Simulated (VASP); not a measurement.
A convergence study with VASP on Au (fcc): one setting is varied, all else stays as given below, so the limit is that of these other settings. Each run relaxes cell and ions from the cell shown. The basis is that of the starting cell, so low cut-offs carry a Pulay error.

```
CELL_PARAMETERS angstrom
      0.00000     2.04000     2.04000
      2.04000     0.00000     2.04000
      2.04000     2.04000     0.00000
ATOMIC_POSITIONS crystal
  Au 0.00000 0.00000 0.00000
```

Computed with LDA (Ceperley-Alder, Perdew-Zunger), VASP's LDA PAW potentials (set 64) (plane waves; VASP). The tightest run used: 700 eV cut-off, 13×13×13 Γ-centred mesh, first-order Methfessel-Paxton smearing of 0.10 eV, potentials Au.

```csv
setting,relaxed volume (Å³/atom),E (eV/atom),plane waves
ENCUT = 200,15.562,-4.5113,116
ENCUT = 250,16.576,-4.4608,169
ENCUT = 300,16.522,-4.4578,208
ENCUT = 350,16.545,-4.4504,265
```

Question: These are the cheaper rows. Estimate the results at ENCUT = 700, and how far the last row shown lies from them.

Answer: 
```csv
quantity,tightest run,last row shown is off by
relaxed volume (Å³/atom),16.599,-0.054
E (eV/atom),-4.4485,-0.0019
```

Left out are rungs that failed or repeat a setting and relaxations that didn't move; long series are thinned to 24 rows.

The compound is Au in the fcc structure.
